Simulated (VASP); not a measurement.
Input:

```
CELL_PARAMETERS angstrom
      4.29436     0.00000     0.00000
     -2.14718     3.71902     0.00000
      0.00000     0.00000     6.92767
ATOMIC_POSITIONS crystal
  Cd 0.00000 0.00000 0.00000
  I  0.33333 0.66667 0.25106
  I  0.66667 0.33333 0.74894
```

All values below come from optB88-vdW, VASP's PBE PAW potentials (set 64) (plane waves; VASP). Run with 480 eV cut-off, 6×6×3 Γ-centred mesh, Gaussian smearing of 0.050 eV, potentials Cd I.

Q: Estimate the energy per atom (σ→0).

A: 
```json
{
  "energy per atom (σ→0)": "532 meV/atom"
}
```

The compound is CdI2 in the 1T layered structure. It was relaxed first. The start is the result of an earlier pass.
